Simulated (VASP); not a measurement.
Calculation: r2SCAN meta-GGA, VASP's PBE PAW potentials (set 64) (plane waves; VASP).

VASP input:

**INCAR**
```
SYSTEM = TiO2
PREC = Accurate
ENCUT = 620
EDIFF = 1E-6
NELM = 100
ALGO = Normal
LREAL = .FALSE.
LASPH = .TRUE.
ISMEAR = 0
SIGMA = 0.05
METAGGA = R2SCAN
LMIXTAU = .TRUE.
LMAXMIX = 4
LWAVE = .FALSE.
LCHARG = .FALSE.
IBRION = 2
ISIF = 3
NSW = 40
EDIFFG = -0.02
```

**KPOINTS**
```
Automatic
0
G
  5 5 8
```

**POSCAR**
```
TiO2
1.0
  4.6023307150   0.0000000000   0.0000000000
  0.0000000000   4.6023307150   0.0000000000
  0.0000000000   0.0000000000   2.9601607104
Ti O
2 4
Cartesian
  0.0000000000   0.0000000000   0.0000000000
  2.3011653575   2.3011653575   1.4800803552
  1.4014672562   1.4014672562   0.0000000000
  3.7026326137   0.8996981013   1.4800803552
  0.8996981013   3.7026326137   1.4800803552
  3.2008634588   3.2008634588   0.0000000000
```

POTCAR, in this order: Ti_sv O (PBE.64 set). Program: vasp_std.

Problem. Predict the energy per atom (σ→0), band gap (on the k-mesh).

Solution. 
The energy per atom (σ→0) comes out as -1122.6 kJ/mol of atoms and the band gap (on the k-mesh) is 2.21 eV.

**OSZICAR**
```
...
DAV:  13    -0.698097427975E+02   -0.28730E-02   -0.90355E-03  2040   0.104E+00    0.409E-02
DAV:  14    -0.698110077839E+02   -0.12650E-02   -0.12890E-03  2120   0.356E-01    0.180E-02
DAV:  15    -0.698106918027E+02    0.31598E-03   -0.21137E-04  1908   0.136E-01    0.180E-02
DAV:  16    -0.698110645071E+02   -0.37270E-03   -0.30060E-04  1872   0.174E-01    0.827E-03
DAV:  17    -0.698110822639E+02   -0.17757E-04   -0.25249E-05  1716   0.548E-02    0.265E-03
DAV:  18    -0.698110887830E+02   -0.65191E-05   -0.28706E-06  1472   0.171E-02    0.250E-03
DAV:  19    -0.698110883165E+02    0.46649E-06   -0.56587E-07  1164   0.106E-02
   1 F= -.69811088E+02 E0= -.69811088E+02  d E =-.698111E+02
```

The compound is TiO2 in the rutile structure. It was relaxed first.
